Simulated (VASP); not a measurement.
# PtF2 (Fm-3m) in VASP: further runs

Aim: see how the results for PtF2 move with the level of theory and the settings. Levels: LDA+U, PBE+U. Tasks: single point.

Everything below comes from runs of VASP 6.6.1. Logs are shortened: lines on timing, memory, paths and dates and some standing lists are left out, and cuts for length are marked.

## (1) The crystal as given

Symmetry: Fm-3m, No. 225, cubic system. Conventional cell: a = 5.105 Å, b = 5.105 Å, c = 5.105 Å, α = 90.00°, β = 90.00°, γ = 90.00°. Around Pt (site symmetry m-3m) lie 8 F at 2.21 Å. F (site symmetry -43m) is surrounded by 4 Pt at 2.21 Å.

The cell comes from a database or a generator and needn't be the stable form of this composition.

## (2) Single point, LDA+U, collinear spin, ferromagnetic start

Input file INCAR:

```
PREC     = Accurate       # precision mode
ENCUT    = 520            # plane-wave cutoff, eV
EDIFF    = 1E-6           # SCF threshold, eV
ISMEAR   = 0              # smearing method
SIGMA    = 0.05           # smearing width, eV
LREAL    = F              # projectors in reciprocal space
LASPH    = T              # aspherical terms in the spheres
NELM     = 80             # most SCF steps
ALGO     = Fast           # electronic algorithm
ISIF     = 2              # what is computed and relaxed
LWAVE    = F              # write WAVECAR
LCHARG   = F              # write CHGCAR
ISPIN    = 2              # spin polarisation
MAGMOM   = 0.5 0 0        # initial moments
LORBIT   = 11             # projections on sites
NUPDOWN  = 2              # fixed moment
LMAXMIX  = 4              # l up to which the mixer works
LDAU     = T              # DFT+U
LDAUTYPE = 2            
LDAUL    = 2 -1           # shell
LDAUU    = 7 0            # U, eV
LDAUJ    = 0 0          
LDAUPRINT= 1            
GGA      = CA             # functional
NBANDS   = 23             # bands
```

Input file KPOINTS:

```
regular mesh
0
Gamma
  6 6 6
```

Input file POSCAR:

```
PtF2
1.0
    0.0000000000      2.5525506100      2.5525506100
    2.5525506100      0.0000000000      2.5525506100
    2.5525506100      2.5525506100      0.0000000000
Pt F
1 2
Direct
    0.0000000000      0.0000000000      0.0000000000
    0.2500000000      0.2500000000      0.2500000000
    0.7500000000      0.7500000000      0.7500000000
```

Potentials or basis: VASP PAW LDA potentials, release 64 (Pt, F).

Launch:

```bash
$ cat potpaw_LDA.64/Pt/POTCAR potpaw_LDA.64/F/POTCAR > POTCAR
$ mpirun -np 1 vasp_std > vasp.out
```

OUTCAR:

```text
PREC = Accurate
   ENCUT = 520
   EDIFF = 1E-6
   ISMEAR = 0
   LREAL = F
   LASPH = T
   NELM = 80
   ISIF = 2
   ISPIN = 2
   LORBIT = 11
   NUPDOWN = 2
   GGA = CA

 ion  position               nearest neighbor table
   1  0.000  0.000  0.000-   3 2.21   3 2.21   3 2.21   2 2.21   3 2.21   2 2.21   2 2.21   2 2.21

   2  0.250  0.250  0.250-   1 2.21   1 2.21   1 2.21   1 2.21
   3  0.750  0.750  0.750-   1 2.21   1 2.21   1 2.21   1 2.21

  LATTYP: Found a face centered cubic cell.
 ALAT       =     5.1051012200

  Lattice vectors:

 A1 = (   0.0000000000,   2.5525506100,   2.5525506100)
 A2 = (   2.5525506100,   0.0000000000,   2.5525506100)
 A3 = (   2.5525506100,   2.5525506100,   0.0000000000)

Analysis of symmetry for initial positions (statically):
=====================================================================
 Subroutine PRICEL returns:
 Original cell was already a primitive cell.

 Routine SETGRP: Setting up the symmetry group for a
 face centered cubic supercell.

 Subroutine GETGRP returns: Found 48 space group operations
 (whereof 48 operations were pure point group operations)
 out of a pool of 48 trial point group operations.

The static configuration has the point symmetry O_h .

Analysis of symmetry for dynamics (positions and initial velocities):
=====================================================================
 Subroutine PRICEL returns:
 Original cell was already a primitive cell.

 Routine SETGRP: Setting up the symmetry group for a
 face centered cubic supercell.

 Subroutine GETGRP returns: Found 48 space group operations
 (whereof 48 operations were pure point group operations)
 out of a pool of 48 trial point group operations.

The dynamic configuration has the point symmetry O_h .

Analysis of structural, dynamic, and magnetic symmetry:
=====================================================================
 Subroutine PRICEL returns:
 Original cell was already a primitive cell.

 Routine SETGRP: Setting up the symmetry group for a
 face centered cubic supercell.

 Subroutine GETGRP returns: Found 48 space group operations
 (whereof 48 operations were pure point group operations)
 out of a pool of 48 trial point group operations.

The overall configuration has the point symmetry O_h .

 Subroutine INISYM returns: Found 48 space group operations
 (whereof 48 operations are pure point group operations),
 and found     1 'primitive' translations

----------------------------------------------------------------------------------------

                                     Primitive cell

  volume of cell :      33.2624

  direct lattice vectors                    reciprocal lattice vectors
     0.000000000  2.552550610  2.552550610    -0.195882502  0.195882502  0.195882502
     2.552550610  0.000000000  2.552550610     0.195882502 -0.195882502  0.195882502
     2.552550610  2.552550610  0.000000000     0.195882502  0.195882502 -0.195882502

  length of vectors
     3.609851691  3.609851691  3.609851691     0.339278446  0.339278446  0.339278446

  position of ions in fractional coordinates (direct lattice)
     0.000000000  0.000000000  0.000000000
     0.250000000  0.250000000  0.250000000
     0.750000000  0.750000000  0.750000000

  ion indices of the primitive-cell ions
   primitive index   ion index
                 1           1
                 2           2
                 3           3

----------------------------------------------------------------------------------------

 KPOINTS: regular mesh

[... 70 lines left out ...]
   NUPDOWN=       2.0000    fix difference up-down
   EMIN   =  10.00;   EMAX   =-10.00  energy-range for DOS
   EFERMI =   0.00;   METHOD = LEGACY
   ISMEAR =     0;   SIGMA  =   0.05  broadening in eV -4-tet -1-fermi 0-gaus
   EFERMI_NEDOS =   21; number of points for ismear=-14 and -15
   IALGO  =     68    algorithm
   IMIX   =      4    mixing-type and parameters
     AMIX     =   0.40;   BMIX     =  1.00
     AMIX_MAG =   1.60;   BMIX_MAG =  1.00
  volume/ion in A,a.u.               =      11.09        74.82
  Fermi-wavevector in a.u.,A,eV,Ry     =   1.468343  2.774766 29.334589  2.156032
  Thomas-Fermi vector in A             =   2.583852
   LORBIT       =     11    0 simple, 1 ext, 2 COOP (PROOUT), +10 PAW based schemes
 LDA+U is selected, type is set to LDAUTYPE =  2
   angular momentum for each species LDAUL =     2   -1
   U (eV)           for each species LDAUU =   7.0  0.0
   J (eV)           for each species LDAUJ =   0.0  0.0
   GGA     = CA    functional components
   LHFCALC =     F    Hartree Fock is set to
   AEXX    =    0.0000 exact exchange contribution
   IVDW    =     0    specifies the selected vdW correction
   LEPSILON=     F    determine dielectric tensor
   LRPA    =     F    only Hartree local field effects (RPA)
 spin polarized calculation
 RMM-DIIS sequential band-by-band and
 Gauss-broadening in eV      SIGMA  =   0.05
  energy-cutoff  :      520.00
  volume of cell :       33.26
 maximum number of plane-waves:       934
   NGX = 13   NGY = 13   NGZ = 13

atom =   1  type =  1  l = 2

 onsite density matrix

spin component  1

  1.0509  0.0000  0.0000  0.0000 -0.0000
  0.0000  1.0509 -0.0000  0.0000  0.0000
  0.0000 -0.0000  0.9871  0.0000  0.0000
  0.0000  0.0000  0.0000  1.0509  0.0000
 -0.0000  0.0000  0.0000  0.0000  0.9871

spin component  2

  0.4877  0.0000  0.0000 -0.0000  0.0000
  0.0000  0.4877  0.0000 -0.0000 -0.0000
  0.0000  0.0000  0.9819 -0.0000 -0.0000
 -0.0000 -0.0000 -0.0000  0.4877 -0.0000
  0.0000 -0.0000 -0.0000 -0.0000  0.9819

 occupancies and eigenvectors

  o =  0.4877  v =  0.0000  0.0000  0.0000  0.0000  0.0000  1.0000 -0.0005 -0.0000  0.0053 -0.0000      0.0000  0.0000  0.0000  0.0000  0.0000  0.0000  0.0000  0.0000  0.0000  0.0000
  o =  0.4877  v =  0.0000  0.0000  0.0000  0.0000  0.0000 -0.0052  0.0673 -0.0000  0.9977  0.0000      0.0000  0.0000  0.0000  0.0000  0.0000  0.0000  0.0000  0.0000  0.0000  0.0000
  o =  0.4877  v =  0.0000  0.0000  0.0000  0.0000  0.0000  0.0008  0.9977  0.0000 -0.0673  0.0000      0.0000  0.0000  0.0000  0.0000  0.0000  0.0000  0.0000  0.0000  0.0000  0.0000
  o =  0.9819  v =  0.0000  0.0000  0.0000  0.0000  0.0000  0.0000 -0.0000  0.9956  0.0000  0.0942      0.0000  0.0000  0.0000  0.0000  0.0000  0.0000  0.0000  0.0000  0.0000  0.0000
  o =  0.9819  v =  0.0000  0.0000  0.0000  0.0000  0.0000 -0.0000 -0.0000 -0.0942 -0.0000  0.9956      0.0000  0.0000  0.0000  0.0000  0.0000  0.0000  0.0000  0.0000  0.0000  0.0000
  o =  0.9871  v =  0.0000 -0.0000 -0.0214 -0.0000  0.9998  0.0000  0.0000  0.0000  0.0000  0.0000      0.0000  0.0000  0.0000  0.0000  0.0000  0.0000  0.0000  0.0000  0.0000  0.0000
  o =  0.9871  v =  0.0000 -0.0000 -0.9998 -0.0000 -0.0214  0.0000  0.0000  0.0000  0.0000  0.0000      0.0000  0.0000  0.0000  0.0000  0.0000  0.0000  0.0000  0.0000  0.0000  0.0000
  o =  1.0509  v =  0.0000  0.9529 -0.0000  0.3031  0.0000  0.0000  0.0000  0.0000  0.0000  0.0000      0.0000  0.0000  0.0000  0.0000  0.0000  0.0000  0.0000  0.0000  0.0000  0.0000
  o =  1.0509  v =  0.0000  0.3031 -0.0000 -0.9529 -0.0000  0.0000  0.0000  0.0000  0.0000  0.0000      0.0000  0.0000  0.0000  0.0000  0.0000  0.0000  0.0000  0.0000  0.0000  0.0000
  o =  1.0509  v =  1.0000  0.0000  0.0000  0.0000  0.0000  0.0000  0.0000  0.0000  0.0000  0.0000      0.0000  0.0000  0.0000  0.0000  0.0000  0.0000  0.0000  0.0000  0.0000  0.0000

 number of electron      23.9999986 magnetization       2.0000299

 Free energy of the ion-electron system (eV)
  ---------------------------------------------------
  ext. energy  EPLUGINS =         0.00000000
  ---------------------------------------------------
  free energy    TOTEN  =        -9.68468554 eV

  energy without entropy =       -9.68308611  energy(sigma->0) =       -9.68388582

 E-fermi :   6.2260     XC(G=0): -12.2155

 val. band max:        6.2208130004   @ k =   0.3333   0.3333   0.0000
 cond. band min:       6.2380261797   @ k =   0.0000   0.0000   0.0000
 fundamental gap:      0.0172131793
 Fermi energy:         4.5936626731

 spin component 1

 k-point     1 :       0.0000    0.0000    0.0000
  band No.  band energies     occupation
      1     -19.3357      1.00000
      2     -17.6773      1.00000
      3      -4.4054      1.00000
      4      -4.4054      1.00000
      5      -4.4054      1.00000
      6       0.3790      1.00000
[... 405 lines left out ...]
     22      28.7821      0.00000
     23      30.8110      0.00000
 Fermi energy:         6.2259508892

 spin component 2

 k-point     1 :       0.0000    0.0000    0.0000
  band No.  band energies     occupation
      1     -18.9681      1.00000
      2     -17.2802      1.00000
      3      -2.2199      1.00000
      4      -2.2199      1.00000
      5      -2.2199      1.00000
      6       1.0241      1.00000
[... 405 lines left out ...]
     22      29.7913      0.00000
     23      31.4673      0.00000

------------------------ aborting loop because EDIFF is reached ----------------------------------------

  FORCE on cell =-STRESS in cart. coord.  units (eV):
  Direction    XX          YY          ZZ          XY          YZ          ZX
  --------------------------------------------------------------------------------------
  -------------------------------------------------------------------------------------
  Total        2.6632727      2.6632727      2.6632727      0.0000000      0.0000000      0.0000000
  in kB      128.2841897    128.2841897    128.2841897      0.0000000      0.0000000      0.0000000
  external PRESSURE =     128.2841897 kB  Pullay stress =       0.0000000 kB

 VOLUME and BASIS-vectors are now :
 -----------------------------------------------------------------------------
  energy-cutoff  :      520.00
  volume of cell :       33.26
      direct lattice vectors                 reciprocal lattice vectors
     0.000000000  2.552550610  2.552550610    -0.195882502  0.195882502  0.195882502
     2.552550610  0.000000000  2.552550610     0.195882502 -0.195882502  0.195882502
     2.552550610  2.552550610  0.000000000     0.195882502  0.195882502 -0.195882502

 POSITION                                       TOTAL-FORCE (eV/Angst)
 -----------------------------------------------------------------------------------
      0.00000      0.00000      0.00000        -0.000000     -0.000000     -0.000000
      1.27628      1.27628      1.27628         0.000000      0.000000      0.000000
      3.82883      3.82883      3.82883        -0.000000      0.000000      0.000000
 -----------------------------------------------------------------------------------
    total drift:                                0.000000      0.000000      0.000000

  FREE ENERGIE OF THE ION-ELECTRON SYSTEM (eV)
  ---------------------------------------------------
  free  energy   TOTEN  =        -9.6846855366 eV

  energy  without entropy=       -9.6830861051  energy(sigma->0) =       -9.68388582

 total charge

# of ion       s       p       d       tot
------------------------------------------
    1        0.362   0.378   8.488   9.228
    2        1.746   4.281   0.000   6.027
    3        1.746   4.281   0.000   6.027
--------------------------------------------------
tot          3.854   8.941   8.488  21.283

 magnetization (x)

# of ion       s       p       d       tot
------------------------------------------
    1        0.001   0.003   1.688   1.693
    2        0.001   0.207   0.000   0.208
    3        0.001   0.207   0.000   0.208
--------------------------------------------------
tot          0.003   0.418   1.688   2.110
```

It took 40 s on 1 thread of AMD EPYC 7R13 (Zen 3), shared host; peak memory 0.12 GiB.

Results:

| Item | Value |
| --- | --- |
| Free energy | -9.6847 eV |
| Pressure | 12.8 GPa |
| Net moment | 2.00 μB per cell |
| Site moments | Pt +1.69; F +0.21 μB |
| Valence electrons inside the program's atomic spheres | Pt 9.23; F 6.03 |

Eigenvalues of the final occupation matrices:
```csv
site,spin,trace,eigenvalues
site 1 d,1,5.13,0.99 0.99 1.05 1.05 1.05
site 1 d,2,3.43,0.49 0.49 0.49 0.98 0.98
```

Caveat: the moment is held away from its start; the total moment is fixed, so each spin has its own Fermi level.

[end of part 1 of 2]
